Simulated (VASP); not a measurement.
Output of a VASP run:

**OSZICAR**
```
       N       E                     dE             d eps       ncg     rms          rms(c)
DAV:   1     0.106013529641E+03    0.10601E+03   -0.12767E+04  2232   0.118E+03
DAV:   2    -0.371607410865E+01   -0.10973E+03   -0.10837E+03  2369   0.258E+02
DAV:   3    -0.533451198280E+01   -0.16184E+01   -0.16098E+01  2535   0.288E+01
DAV:   4    -0.534373279484E+01   -0.92208E-02   -0.92192E-02  2464   0.232E+00
DAV:   5    -0.534382990351E+01   -0.97109E-04   -0.97108E-04  2524   0.235E-01    0.310E+00
DAV:   6    -0.527931606176E+01    0.64514E-01   -0.12691E-01  2298   0.304E+00    0.217E+00
DAV:   7    -0.526816794164E+01    0.11148E-01   -0.47782E-02  2296   0.185E+00    0.845E-01
DAV:   8    -0.526729338886E+01    0.87455E-03   -0.28081E-03  2301   0.445E-01    0.484E-02
DAV:   9    -0.526729486778E+01   -0.14789E-05   -0.13695E-05  2606   0.355E-02    0.102E-02
DAV:  10    -0.526729724523E+01   -0.23775E-05   -0.28009E-06  2316   0.161E-02    0.112E-03
DAV:  11    -0.526729731582E+01   -0.70593E-07   -0.24393E-07  2449   0.395E-03    0.430E-04
DAV:  12    -0.526729732607E+01   -0.10245E-07   -0.11218E-08  1310   0.999E-04    0.863E-05
DAV:  13    -0.526729732931E+01   -0.32396E-08   -0.52585E-10  1203   0.188E-04
   1 F= -.52672973E+01 E0= -.52673157E+01  d E =-.526730E+01
```

### OUTCAR
```
------------------------ aborting loop because EDIFF is reached ----------------------------------------
  FORCE on cell =-STRESS in cart. coord.  units (eV):
  Direction    XX          YY          ZZ          XY          YZ          ZX
  --------------------------------------------------------------------------------------
  Total        0.0023083      0.0023083      0.0118518      0.0000000      0.0000000      0.0000000
  in kB        0.0650310      0.0650310      0.3338964      0.0000000      0.0000000      0.0000000
  external PRESSURE =       0.1546528 kB  Pullay stress =       0.0000000 kB
  volume of cell :       56.87
      direct lattice vectors                 reciprocal lattice vectors
     1.717977937 -2.975625173  0.000000000     0.291039826 -0.168031916  0.000000000
     1.717977937  2.975625173  0.000000000     0.291039826  0.168031916  0.000000000
     0.000000000  0.000000000  5.562318131     0.000000000  0.000000000  0.179781159
 POSITION                                       TOTAL-FORCE (eV/Angst)
 -----------------------------------------------------------------------------------
      1.71798      0.99188      1.39058        -0.000000     -0.000000      0.000000
      1.71798     -0.99188      4.17174         0.000000      0.000000      0.000000
 -----------------------------------------------------------------------------------
    total drift:                                0.000000      0.000452      0.000008
  FREE ENERGIE OF THE ION-ELECTRON SYSTEM (eV)
  ---------------------------------------------------
  free  energy   TOTEN  =        -5.2672973293 eV

  energy  without entropy=       -5.2673525759  energy(sigma->0) =       -5.26731574

 reached required accuracy - stopping structural energy minimisation
```
(Selected blocks of OUTCAR.)

File POSCAR:
```
Tl
1
    1.7179779367    -2.9756251733    -0.0000000000
    1.7179779367     2.9756251733    -0.0000000000
    0.0000000000     0.0000000000     5.5623181312
Tl
2
Direct
  0.3333330000   0.6666670000   0.2500000000
  0.6666670000   0.3333330000   0.7500000000
```

Task: Write an INCAR and KPOINTS that could have produced this output.

Result: One answer among several that fit: the input of the run itself, PBEsol GGA, plane waves, VASP's PBE PAW potentials (set 64).

**INCAR**
```
# general
SYSTEM  = Tl
PREC    = Accurate
ENCUT   = 400
LREAL   = .False.   # projection in real space or not
LASPH   = .True.   # aspherical one-centre terms

# electronic loop
EDIFF   = 1E-8
NELM    = 100
ALGO    = Normal   # blocked Davidson
LMAXMIX = 4

# smearing
ISMEAR  = 1   # Methfessel-Paxton
SIGMA   = 0.1

# functional
GGA     = PS

# ions
IBRION  = 1   # quasi-Newton
NSW     = 30
ISIF    = 2   # forces and stress, cell fixed
EDIFFG  = -0.001

# output
LWAVE   = .False.
LCHARG  = .False.
```

**KPOINTS**
```
Automatic
0
G
  11 11 6
0 0 0
```

POTCAR, in this order: Tl_d (PBE.64 set). Program: vasp_std.

The compound is Tl in the hcp structure. It was relaxed first. The start is the result of an earlier pass.
